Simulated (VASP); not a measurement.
A convergence study with VASP on CaF$_{2}$ (fluorite): a few settings are varied, all else stays as given below, so the limit is that of these other settings. The cell's lengths are 1 % over those of the tabulated start and one atom is moved, so it is off equilibrium.

```xyz
3
Lattice="0.0000 2.7573 2.7573 2.7573 0.0000 2.7573 2.7573 2.7573 0.0000" Properties=species:S:1:pos:R:3 pbc="T T T"
Ca     0.0000     0.0000     0.0000
F      1.3786     1.3786     1.3786
F      4.1965     4.1360     4.1360
```

Level of theory: LDA (Ceperley-Alder, Perdew-Zunger), VASP's LDA PAW potentials (set 64) (plane waves; VASP). The last row used: 900 eV cut-off, 6×6×6 Γ-centred mesh, Gaussian smearing of 0.050 eV, potentials Ca_sv F_h.

Gaps are read on the run's mesh, which can miss a band edge. Energies of different potentials or hybrids have different zeros.

```tsv
setting	E (eV/atom)	pressure (GPa)	largest force (eV/Å)	gap on the mesh (eV)	plane waves
ENCUT = 300, POTCAR Ca_sv F	-6.3856	-68.68	0.171	6.789	531
ENCUT = 400, POTCAR Ca_sv F	-6.3137	-16.24	0.233	6.755	778
ENCUT = 520, POTCAR Ca_sv F	…	…	0.224	6.728	1158
ENCUT = 700, POTCAR Ca_sv F	-6.3033	-8.11	0.223	6.733	1807
ENCUT = 900, POTCAR Ca_sv F	-6.3041	-7.71	0.224	6.734	2637
ENCUT = 300, POTCAR Ca_pv F	-6.4194	-70.21	0.155	6.773	531
ENCUT = 400, POTCAR Ca_pv F	…	…	…	…	778
ENCUT = 520, POTCAR Ca_pv F	-6.3343	-9.25	0.210	6.721	1158
ENCUT = 700, POTCAR Ca_pv F	-6.3373	-9.44	0.209	6.727	1807
ENCUT = 900, POTCAR Ca_pv F	-6.3381	-9.04	0.210	6.728	2637
ENCUT = 300, POTCAR Ca_sv F_s	-6.3025	-10.57	0.221	6.738	531
ENCUT = 400, POTCAR Ca_sv F_s	-6.2982	-7.86	0.224	6.723	778
ENCUT = 520, POTCAR Ca_sv F_s	-6.3017	-7.93	0.224	6.728	1158
ENCUT = 700, POTCAR Ca_sv F_s	-6.3022	-7.63	0.224	6.728	1807
ENCUT = 900, POTCAR Ca_sv F_s	-6.3023	-7.62	0.225	6.729	2637
ENCUT = 300, POTCAR Ca_sv F_h	-3.0402	-399.18	0.232	4.266	531
ENCUT = 400, POTCAR Ca_sv F_h	-4.7743	-254.05	0.428	6.041	778
ENCUT = 520, POTCAR Ca_sv F_h	-5.9848	-110.33	0.161	6.529	1158
ENCUT = 700, POTCAR Ca_sv F_h	-6.2841	-25.26	0.216	6.715	1807
ENCUT = 900, POTCAR Ca_sv F_h	-6.3054	-8.49	0.223	6.733	2637
```

Problem. What belongs in the gaps?

Solution. 
- ENCUT = 400, POTCAR Ca_pv F, E (eV/atom): -6.3470
- ENCUT = 400, POTCAR Ca_pv F, pressure (GPa): -17.62
- ENCUT = 400, POTCAR Ca_pv F, largest force (eV/Å): 0.217
- ENCUT = 400, POTCAR Ca_pv F, gap on the mesh (eV): 6.748
- ENCUT = 520, POTCAR Ca_sv F, E (eV/atom): -6.3004
- ENCUT = 520, POTCAR Ca_sv F, pressure (GPa): -7.94

Left out are rungs that failed or repeat a setting and relaxations that didn't move; long series are thinned to 24 rows.

The compound is CaF2 in the fluorite structure. The cell was not relaxed at this level, it is distorted from the ideal structure.
